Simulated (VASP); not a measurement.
Consider the following.

```yaml
crystal:
  lattice:
    - [0.00000, 2.69597, 2.69597]
    - [2.69597, 0.00000, 2.69597]
    - [2.69597, 2.69597, 0.00000]
  atoms:
    - { symbol: Cd, position: [0.00000, 0.00000, 0.00000] }
    - { symbol: S, position: [0.25000, 0.25000, 0.25000] }
```

The numbers are results of PBE GGA, VASP's PBE PAW potentials (set 64) (plane waves; VASP 6.6.1), not measurements. Numerical set-up: 500 eV cut-off, 9×9×9 Γ-centred mesh, Gaussian smearing of 0.050 eV, potentials Cd S.

Q: What does the run give for the energy per atom (σ→0), pressure, band gap (on the k-mesh) with the smallest direct gap where there is one?

A: 
```yaml
band gap (on the k-mesh): 1.61 eV
smallest direct gap (on the k-mesh): 1.61 eV
energy per atom (σ→0): -2.603 eV/atom
pressure: 29.94 GPa
```

Total energies compare only between runs with the same potentials, cut-off and functional.

The compound is CdS in the zinc blende structure, a metastable form; wurtzite is the usual one. It was relaxed first under an external pressure of 30 GPa.
